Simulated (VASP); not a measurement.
An input for Quantum ESPRESSO's pw.x (written as the equivalent of a VASP run, and not itself run):

```
&CONTROL
  calculation = 'scf'
  pseudo_dir = './pseudo'
  outdir = './out'
  tprnfor = .true.
  tstress = .true.
/
&SYSTEM
  ibrav = 0
  nat = 7
  ntyp = 3
  ecutwfc = 84
  occupations = 'smearing'
  smearing = 'gaussian'
  degauss = 0.000735
  input_dft = 'pbesol'
/
&ELECTRONS
  conv_thr = 7.3e-08
  electron_maxstep = 100
/
ATOMIC_SPECIES
  Ba 137.327 Ba.upf
  Hf 178.490 Hf.upf
  O 15.999 O.upf
CELL_PARAMETERS angstrom
    -2.0802950    2.0802950    6.7778950
     2.0802950   -2.0802950    6.7778950
     2.0802950    2.0802950   -6.7778950
ATOMIC_POSITIONS crystal
  Ba   0.3525600  0.3525600  0.0000000
  Ba   0.6474400  0.6474400  0.0000000
  Hf   0.0000000  0.0000000  0.0000000
  O    0.5000000  0.0000000  0.5000000
  O    0.0000000  0.5000000  0.5000000
  O    0.1546100  0.1546100  0.0000000
  O    0.8453900  0.8453900  0.0000000
K_POINTS automatic
  1 1 1 0 0 0
```

Problem. Write the VASP files for the same calculation (PBEsol).

Solution. This is not unique; one that fits is 
### INCAR
```
# general
SYSTEM   =  Ba2HfO4
PREC     =  Accurate
ENCUT    =  400
LREAL    =  F
LASPH    =  T

# electronic loop
EDIFF    =  1E-6
NELM     =  100
ALGO     =  Normal
LMAXMIX  =  6

# smearing
ISMEAR   =  0
SIGMA    =  0.01

# functional
GGA      =  PS

# ions
ISIF     =  2

# output
LWAVE    =  F
LCHARG   =  F
```

**POSCAR**
```
Ba2HfO4
1
   -2.0802950000     2.0802950000     6.7778950000
    2.0802950000    -2.0802950000     6.7778950000
    2.0802950000     2.0802950000    -6.7778950000
Ba Hf O
2 1 4
Direct
  0.3525600000   0.3525600000   0.0000000000
  0.6474400000   0.6474400000   0.0000000000
  0.0000000000   0.0000000000   0.0000000000
  0.5000000000   0.0000000000   0.5000000000
  0.0000000000   0.5000000000   0.5000000000
  0.1546100000   0.1546100000   0.0000000000
  0.8453900000   0.8453900000   0.0000000000
```

File KPOINTS:
```
K-points
0
gamma
  1 1 1
0 0 0
```

POTCAR, in this order: Ba_sv Hf_pv O (PBE.64 set). Program: vasp_std.

The two are equivalent in intent, not identical: the potentials are each code's own (VASP's PAW set, PseudoDojo norm-conserving files in pw.x), so ENCUT and ecutwfc are chosen apart and not converted; conv_thr bounds pw.x's estimated SCF error, while EDIFF bounds the energy change between steps.

The structure comes from a computed database's Ba2HfO4 entry; how it stands against other phases isn't given here. The cell was not relaxed at this level. The k-mesh is coarse (spacing up to 2.14 per Å, 2π included), so the numbers may not be converged in it. The run is one of a series of settings (KPOINTS 1×1×1 Γ-centred mesh against the base run), some of them coarse on purpose.
